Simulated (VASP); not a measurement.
# RbAg2 (Fmmm) in VASP: relaxation of the atoms with LDA

Aim: the relaxation of the atoms of RbAg2 with LDA.

All numbers are computed with VASP 6.6.1; they aren't measurements. Logs are shortened: lines on timing, memory, paths and dates and some standing lists are left out, and cuts for length are marked.

### Step 1. The crystal as given

Symmetry: Fmmm, No. 69, orthorhombic system. Conventional cell: a = 3.706 Å, b = 5.274 Å, c = 15.820 Å, α = 90.00°, β = 90.00°, γ = 90.00°. Rb (site symmetry mmm) is surrounded by 4 Ag at 3.21 Å and 4 Rb at 3.22 Å. Ag (site symmetry mm2) has 2 Rb at 3.21 Å and 6 Ag at 3.22 to 3.24 Å as nearest neighbours.

The cell was built by a generator and needn't be a form met in nature.

### Step 2. Relaxation of the atoms, LDA

Input file INCAR:

```
ALGO = Normal
EDIFF = 1E-6
EDIFFG = -0.01
ENCUT = 520
IBRION = 2
ISIF = 2
ISMEAR = 1
LASPH = T
LCHARG = F
LREAL = F
LWAVE = F
NELM = 60
NSW = 60
PREC = Accurate
SIGMA = 0.2
```

Input file KPOINTS:

```
k-points
0
Gamma
  9 9 9
```

Input file POSCAR:

```
RbAg2
1.0
    0.0000000000      2.6369902900      7.9101381500
    1.8528156500      0.0000000000      7.9101381500
    1.8528156500      2.6369902900      0.0000000000
Rb Ag
1 2
Direct
    0.0000000000      0.0000000000      0.0000000000
    0.3340350100      0.3340350100      0.6659649900
    0.6659649900      0.6659649900      0.3340350100
```

Potentials or basis: VASP PAW LDA potentials, release 64 (Rb_sv, Ag).

The run is started by

```bash
cat potpaw_LDA.64/Rb_sv/POTCAR potpaw_LDA.64/Ag/POTCAR > POTCAR
mpirun -np 1 vasp_std > vasp.out
```

OUTCAR:

```text
EDIFF = 1E-6
   EDIFFG = -0.01
   ENCUT = 520
   IBRION = 2
   ISIF = 2
   ISMEAR = 1
   LASPH = T
   LREAL = F
   NELM = 60
   NSW = 60
   PREC = Accurate

 ion  position               nearest neighbor table
   1  0.000  0.000  0.000-   3 3.21   3 3.21   2 3.21   2 3.21   2 3.72   3 3.72   3 3.72   2 3.72

   2  0.334  0.334  0.666-   1 3.21   1 3.21   3 3.24   3 3.24   1 3.72   1 3.72
   3  0.666  0.666  0.334-   1 3.21   1 3.21   2 3.24   2 3.24   1 3.72   1 3.72

  LATTYP: Found a face centered orthorhombic cell.
 ALAT       =     3.7056313000
 B/A-ratio  =     1.4232340330
 C/A-ratio  =     4.2692526642

  Lattice vectors:

 A1 = (   0.0000000000,   2.6369902900,   7.9101381500)
 A2 = (   1.8528156500,   0.0000000000,   7.9101381500)
 A3 = (   1.8528156500,   2.6369902900,   0.0000000000)

Analysis of symmetry for initial positions (statically):
=====================================================================
 Subroutine PRICEL returns:
 Original cell was already a primitive cell.

 Routine SETGRP: Setting up the symmetry group for a
 face centered orthorhombic supercell.

 Subroutine GETGRP returns: Found  8 space group operations
 (whereof  8 operations were pure point group operations)
 out of a pool of  8 trial point group operations.

The static configuration has the point symmetry D_2h.

Analysis of symmetry for dynamics (positions and initial velocities):
=====================================================================
 Subroutine PRICEL returns:
 Original cell was already a primitive cell.

 Routine SETGRP: Setting up the symmetry group for a
 face centered orthorhombic supercell.

 Subroutine GETGRP returns: Found  8 space group operations
 (whereof  8 operations were pure point group operations)
 out of a pool of  8 trial point group operations.

The dynamic configuration has the point symmetry D_2h.

 Subroutine INISYM returns: Found  8 space group operations
 (whereof  8 operations are pure point group operations),
 and found     1 'primitive' translations

----------------------------------------------------------------------------------------

                                     Primitive cell

  volume of cell :      77.2956

  direct lattice vectors                    reciprocal lattice vectors
     0.000000000  2.636990290  7.910138150    -0.269859551  0.189610103  0.063210021
[... 99 lines left out ...]
   NELECT =      31.0000    total number of electrons
   NUPDOWN=      -1.0000    fix difference up-down
   EMIN   =  10.00;   EMAX   =-10.00  energy-range for DOS
   EFERMI =   0.00;   METHOD = LEGACY
   ISMEAR =     1;   SIGMA  =   0.20  broadening in eV -4-tet -1-fermi 0-gaus
   EFERMI_NEDOS =   21; number of points for ismear=-14 and -15
   IALGO  =     38    algorithm
   IMIX   =      4    mixing-type and parameters
     AMIX     =   0.40;   BMIX     =  1.00
     AMIX_MAG =   1.60;   BMIX_MAG =  1.00
  volume/ion in A,a.u.               =      25.77       173.87
  Fermi-wavevector in a.u.,A,eV,Ry     =   1.207287  2.281441 19.831056  1.457541
  Thomas-Fermi vector in A             =   2.342929
   LORBIT       =      0    0 simple, 1 ext, 2 COOP (PROOUT), +10 PAW based schemes
   GGA     = CA    functional components
   LHFCALC =     F    Hartree Fock is set to
   AEXX    =    0.0000 exact exchange contribution
   IVDW    =     0    specifies the selected vdW correction
   LEPSILON=     F    determine dielectric tensor
   LRPA    =     F    only Hartree local field effects (RPA)
 conjugate gradient relaxation of ions
 non-spin polarized calculation
 Methfessel and Paxton  Order N= 1 SIGMA  =   0.20
  energy-cutoff  :      520.00
  volume of cell :       77.30
 maximum number of plane-waves:      2135
 NGX is ok and might be reduce to    64
   NGX = 31   NGY = 31   NGZ = 11

--------------------------------------- Ionic step        1  -------------------------------------------

 number of electron      31.0000003 magnetization

 Free energy of the ion-electron system (eV)
  ---------------------------------------------------
  ext. energy  EPLUGINS =         0.00000000
  ---------------------------------------------------
  free energy    TOTEN  =        -6.77611739 eV

  energy without entropy =       -6.77482193  energy(sigma->0) =       -6.77568557

------------------------ aborting loop because EDIFF is reached ----------------------------------------

  FORCE on cell =-STRESS in cart. coord.  units (eV):
  Direction    XX          YY          ZZ          XY          YZ          ZX
  --------------------------------------------------------------------------------------
  -------------------------------------------------------------------------------------
  Total       -1.3524365     -2.8905150     -1.0981429     -0.0000000      0.0000000      0.0000000
  in kB      -28.0331984    -59.9143710    -22.7622219     -0.0000000      0.0000000      0.0000000
  external PRESSURE =     -36.9032638 kB  Pullay stress =       0.0000000 kB
[... 283 lines left out ...]
--------------------------------------- Ionic step        9  -------------------------------------------

 number of electron      31.0000005 magnetization

 Free energy of the ion-electron system (eV)
  ---------------------------------------------------
  ext. energy  EPLUGINS =         0.00000000
  ---------------------------------------------------
  free energy    TOTEN  =        -7.18050531 eV

  energy without entropy =       -7.17830770  energy(sigma->0) =       -7.17977278

 E-fermi :   4.4072     XC(G=0): -10.1612

 val. band max:        4.4040223623   @ k =  -0.1111   0.3333   0.2222
 cond. band min:       4.4234727154   @ k =  -0.3333   0.2222   0.4444
 fundamental gap:      0.0194503532
 Fermi energy:         4.4072169949

 k-point     1 :       0.0000    0.0000    0.0000
  band No.  band energies     occupation
      1     -24.7186      2.00000
      2      -8.7690      2.00000
      3      -7.9042      2.00000
      4      -7.5886      2.00000
      5      -1.5145      2.00000
      6      -0.9886      2.00000
[... 505 lines left out ...]
      6      -0.9972      2.00000
[... 11 lines left out ...]
     18       6.1239     -0.00000
     19       7.7722     -0.00000

 [... further k-points ...]

------------------------ aborting loop because EDIFF is reached ----------------------------------------

  FORCE on cell =-STRESS in cart. coord.  units (eV):
  Direction    XX          YY          ZZ          XY          YZ          ZX
  --------------------------------------------------------------------------------------
  -------------------------------------------------------------------------------------
  Total       -0.3797413     -2.7396904     -1.8696292     -0.0000000      0.0000000      0.0000000
  in kB       -7.8712488    -56.7880902    -38.7535294     -0.0000000      0.0000000      0.0000000
  external PRESSURE =     -34.4709561 kB  Pullay stress =       0.0000000 kB
[... 18 lines left out ...]
  FREE ENERGIE OF THE ION-ELECTRON SYSTEM (eV)
  ---------------------------------------------------
  free  energy   TOTEN  =        -7.1805053140 eV

  energy  without entropy=       -7.1783077034  energy(sigma->0) =       -7.17977278

 reached required accuracy - stopping structural energy minimisation
```

OSZICAR:

```text
N       E                     dE             d eps       ncg     rms          rms(c)
DAV:   1     0.188371422193E+03    0.18837E+03   -0.15246E+04  4750   0.152E+03
DAV:   2     0.108324948647E+01   -0.18729E+03   -0.17794E+03  5555   0.307E+02
DAV:   3    -0.705150411685E+01   -0.81348E+01   -0.79755E+01  5738   0.597E+01
DAV:   4    -0.731298178235E+01   -0.26148E+00   -0.26068E+00  6718   0.915E+00
[... 72 lines left out ...]
DAV:   1    -0.718041057473E+01   -0.58058E-04   -0.20110E-01  4750   0.250E+00    0.449E-02
DAV:   2    -0.718051001055E+01   -0.99436E-04   -0.10842E-03  4918   0.283E-01    0.235E-02
DAV:   3    -0.718050663744E+01    0.33731E-05   -0.17622E-05  5243   0.277E-02    0.156E-02
DAV:   4    -0.718050558947E+01    0.10480E-05   -0.66852E-06  5137   0.157E-02    0.271E-03
DAV:   5    -0.718050531404E+01    0.27542E-06   -0.64632E-07  2417   0.484E-03
   9 F= -.71805053E+01 E0= -.71797728E+01  d E =-.153606E-03
```

It took 15 min on 1 thread of AMD EPYC 9R45 (Zen 5), shared host; peak memory 0.33 GiB.

What came out:

```
Free energy                  : -7.1805 eV
Energy gained by relaxing    : 134.8 meV/atom
Ionic steps                  : 9
Pressure after relaxing      : -3.4 GPa
Largest force after relaxing : 0.007 eV/Å
Band gap on the k mesh       : none (metal or under the smearing width)
```

Forces on the atoms (eV/Å):
```
Rb   0.000  0.000  0.000
Ag   0.000  0.000  0.007
Ag   0.000  0.000 -0.007
```

The path:
```csv
step,energy change (eV),largest force (eV/Å),pressure (GPa)
1,0.0000,0.8954,-3.69
2,-0.0755,0.8502,-4.04
3,-0.2740,0.6595,-4.57
4,-0.3405,0.7584,-1.50
5,-0.3915,0.2623,-4.05
6,-0.4034,0.0801,-3.27
7,-0.4044,0.0119,-3.49
8,-0.4042,0.0328,-3.38
9,-0.4044,0.0074,-3.45
```

Final structure:
```
Rb Ag
1.0
     0.00000    2.63699    7.91014
     1.85282    0.00000    7.91014
     1.85282    2.63699    0.00000
Rb Ag
1 2
Direct
  0.00000 0.00000 0.00000
  0.31244 0.31244 0.68756
  0.68756 0.68756 0.31244
```

### Step 3. For comparison

An earlier run on the cell as given: functional PBE; potentials or basis VASP PAW PBE potentials, release 64 (Rb_sv, Ag); cutoff 520 eV; k mesh 9 × 9 × 9; occupations fermi-dirac, width 0.05 eV; no spin polarisation.

- Pressure: 1.5 GPa
- Largest force: 0.921 eV/Å
- Band gap on the k mesh: none (metal or under the smearing width)
